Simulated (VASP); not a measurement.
Method: PBE GGA with D3 dispersion (Becke-Johnson damping), VASP's PBE PAW potentials (set 64) (plane waves; VASP 6.6.1).

VASP ran on this input.

### POSCAR
```
BN
1
    1.2534759568    -2.1710844336     0.0000000000
    1.2534759568     2.1710844336     0.0000000000
    0.0000000000     0.0000000000     6.6584106744
B N
2 2
Direct
  0.3333330000   0.6666670000   0.2500000000
  0.6666670000   0.3333330000   0.7500000000
  0.6666670000   0.3333330000   0.2500000000
  0.3333330000   0.6666670000   0.7500000000
```

### INCAR
```
! general
SYSTEM = BN
PREC   = Accurate
ENCUT  = 520
LREAL  = F
LASPH  = T
ICHARG = 11

! electronic loop
EDIFF  = 1E-7
NELM   = 100
ALGO   = Normal

! smearing
ISMEAR = 0
SIGMA  = 0.05

! functional
GGA    = PE
IVDW   = 12

! output
LWAVE  = F
LCHARG = F
LORBIT = 11
```

**KPOINTS**
```
k-points along high-symmetry lines
10
Line-mode
Reciprocal
  0.000000   0.000000   0.000000 ! GAMMA
 -0.000000   0.500000   0.000000 ! M

 -0.000000   0.500000   0.000000 ! M
 -0.333333   0.666667   0.000000 ! K

 -0.333333   0.666667   0.000000 ! K
  0.000000   0.000000   0.000000 ! GAMMA

  0.000000   0.000000   0.000000 ! GAMMA
  0.000000   0.000000   0.500000 ! A

  0.000000   0.000000   0.500000 ! A
 -0.000000   0.500000   0.500000 ! L

 -0.000000   0.500000   0.500000 ! L
 -0.333333   0.666667   0.500000 ! H

 -0.333333   0.666667   0.500000 ! H
  0.000000   0.000000   0.500000 ! A

 -0.000000   0.500000   0.500000 ! L
 -0.000000   0.500000   0.000000 ! M

 -0.333333   0.666667   0.500000 ! H
 -0.333333   0.666667   0.000000 ! K
```

POTCAR, in this order: B N (PBE.64 set). Program: vasp_std. Read from the step before: CHGCAR.

Output

**OUTCAR**
```
 ion  position               nearest neighbor table
   1  0.333  0.667  0.250-   3 1.45   3 1.45   3 1.45
   2  0.667  0.333  0.750-   4 1.45   4 1.45   4 1.45
   3  0.667  0.333  0.250-   1 1.45   1 1.45   1 1.45
   4  0.333  0.667  0.750-   2 1.45   2 1.45   2 1.45
  LATTYP: Found a hexagonal cell.
 ALAT       =     2.5069522517
 C/A-ratio  =     2.6559782581
 Subroutine PRICEL returns:
 Original cell was already a primitive cell.
 Subroutine GETGRP returns: Found 24 space group operations
The static configuration has the point symmetry D_3d.
 The point group associated with its full space group is D_6h.
The dynamic configuration has the point symmetry D_3d.
 Subroutine INISYM returns: Found 24 space group operations
   k-points           NKPTS =     90   k-points in BZ     NKDIM =     90   number of bands    NBANDS=     12
   number of dos      NEDOS =    301   number of ions     NIONS =      4
   total plane-waves  NPLWV =  20000
   dimension x,y,z NGX =    20 NGY =   20 NGZ =   50
   dimension x,y,z NGXF=    40 NGYF=   40 NGZF=  100
   ions per type =               2   2
   PREC   = accura    normal or accurate (medium, high low for compatibility)
   ISTART =      0    job   : 0-new  1-cont  2-samecut
   ICHARG =     11    charge: 1-file 2-atom 10-const
   ISPIN  =      1    spin polarized calculation?
   LNONCOLLINEAR =      F non collinear calculations
   LSORBIT =      F    spin-orbit coupling
   INIWAV =      1    electr: 0-lowe 1-rand  2-diag
   ENCUT  =  520.0 eV  38.22 Ry    6.18 a.u.   4.66  4.66 12.38*2*pi/ulx,y,z
   NELM   =    100;   NELMIN=  2; NELMDL= -5     # of ELM steps
   EDIFF  = 0.1E-06   stopping-criterion for ELM
   LREAL  =      F    real-space projection
   NLSPLINE    = F    spline interpolate recip. space projectors
   LMAXMIX     =    2 max onsite mixed and CHGCAR
   VOSKOWN=      0    Vosko Wilk Nusair interpolation
   EDIFFG = 0.1E-05   stopping-criterion for IOM
   NSW    =      0    number of steps for IOM
   NBLOCK =      1;   KBLOCK =      1    inner block; outer block
   IBRION =     -1    ionic relax: 0-MD 1-quasi-New 2-CG
   NFREE  =      0    steps in history (QN), initial steepest desc. (CG)
   ISIF   =      2    stress and relaxation
   ISYM   =      2    0-nonsym 1-usesym 2-fastsym
   TEIN   =    0.0    initial temperature
   TEBEG  =    0.0;   TEEND  =   0.0 temperature during run
   SMASS  =  -3.00    Nose mass-parameter (am)
   PSTRESS=    0.0 pullay stress
   NELECT =      16.0000    total number of electrons
   EFERMI =   0.00;   METHOD = LEGACY
   ISMEAR =     0;   SIGMA  =   0.05  broadening in eV -4-tet -1-fermi 0-gaus
   IALGO  =     38    algorithm
   LDIAG  =      T    sub-space diagonalisation (order eigenvalues)
   IMIX   =      4    mixing-type and parameters
     AMIX     =   0.40;   BMIX     =  1.00
     AMIX_MAG =   1.60;   BMIX_MAG =  1.00
     AMIN     =   0.10
   GGA     = PE    functional components
   VOSKOWN =     0    Vosko Wilk Nusair interpolation
   LHFCALC =     F    Hartree Fock is set to
   LHFONE  =     F    Hartree Fock one center treatment
   AEXX    =    0.0000 exact exchange contribution
   IVDW    =    12    specifies the selected vdW correction
   LEPSILON=     F    determine dielectric tensor
   LRPA    =     F    only Hartree local field effects (RPA)
  energy-cutoff  :      520.00
  volume of cell :       36.24
      direct lattice vectors                 reciprocal lattice vectors
     1.253475957 -2.171084434  0.000000000     0.398890778 -0.230299657  0.000000000
     1.253475957  2.171084434  0.000000000     0.398890778  0.230299657  0.000000000
     0.000000000  0.000000000  6.658410674     0.000000000  0.000000000  0.150185990
 k-point     1 :   0.0000 0.0000 0.0000  plane waves:     985
 k-point     2 :   0.0000 0.0556 0.0000  plane waves:     990
 k-point     3 :   0.0000 0.1111 0.0000  plane waves:     988
 k-point     4 :   0.0000 0.1667 0.0000  plane waves:     974
 k-point     5 :   0.0000 0.2222 0.0000  plane waves:     976
 k-point     6 :   0.0000 0.2778 0.0000  plane waves:     974
...
```

**OSZICAR**
```
       N       E                     dE             d eps       ncg     rms          rms(c)
DAV:   1     0.595612399296E+02    0.59561E+02   -0.81452E+03  2176   0.122E+03
DAV:   2    -0.290371488208E+02   -0.88598E+02   -0.78908E+02  3100   0.245E+02
DAV:   3    -0.330682113192E+02   -0.40311E+01   -0.39977E+01  2688   0.553E+01
DAV:   4    -0.331111238663E+02   -0.42913E-01   -0.42882E-01  2632   0.589E+00
DAV:   5    -0.331119059250E+02   -0.78206E-03   -0.78197E-03  2696   0.715E-01
DAV:   6    -0.331119293873E+02   -0.23462E-04   -0.23459E-04  2708   0.102E-01
DAV:   7    -0.331119301939E+02   -0.80659E-06   -0.80654E-06  2680   0.164E-02
DAV:   8    -0.331119302279E+02   -0.34016E-07   -0.34018E-07  2180   0.273E-03
   1 F= -.33673313E+02 E0= -.33673313E+02  d E =-.426521E-19
```

File OUTCAR:
```
 val. band max:        2.2684613348   @ k =  -0.2963   0.5926   0.0000

 cond. band min:       6.5107779215   @ k =   0.0000   0.5000   0.0000



 k-point     1 :       0.0000    0.0000    0.0000
  band No.  band energies     occupation
      1     -15.5384      2.00000
      2     -15.2497      2.00000
      3      -3.9478      2.00000
      4      -1.8476      2.00000
      5       0.9018      2.00000
      6       0.9018      2.00000
      7       0.9382      2.00000
      8       0.9382      2.00000
      9       7.4807      0.00000
     10      12.5099      0.00000
     11      13.7602      0.00000
     12      13.7952      0.00000

 k-point     2 :       0.0000    0.0556    0.0000
  band No.  band energies     occupation
      1     -15.4780      2.00000
      2     -15.1913      2.00000
      3      -3.8650      2.00000
      4      -1.7731      2.00000
      5       0.6475      2.00000
      6       0.6810      2.00000
      7       0.7826      2.00000
      8       0.8210      2.00000
      9       7.5939      0.00000
     10      12.4713      0.00000
     11      13.6994      0.00000
     12      13.9562      0.00000

 k-point     3 :       0.0000    0.1111    0.0000
  band No.  band energies     occupation
      1     -15.2981      2.00000
      2     -15.0175      2.00000
      3      -3.6178      2.00000
      4      -1.5517      2.00000
      5      -0.0551      2.00000
      6      -0.0234      2.00000
      7       0.4592      2.00000
      8       0.5022      2.00000
      9       7.9082      0.00000
     10      12.3315      0.00000
     11      13.4711      0.00000
     12      13.7685      0.00000

 k-point     4 :       0.0000    0.1667    0.0000
  band No.  band energies     occupation
      1     -15.0031      2.00000
      2     -14.7329      2.00000
      3      -3.2104      2.00000
      4      -1.1894      2.00000
      5      -1.0688      2.00000
      6      -1.0302      2.00000
      7       0.0105      2.00000
...
```

The density is held fixed in this step, so its total energy and stress have no physical meaning.

The compound is BN in the hex structure. It was relaxed first.
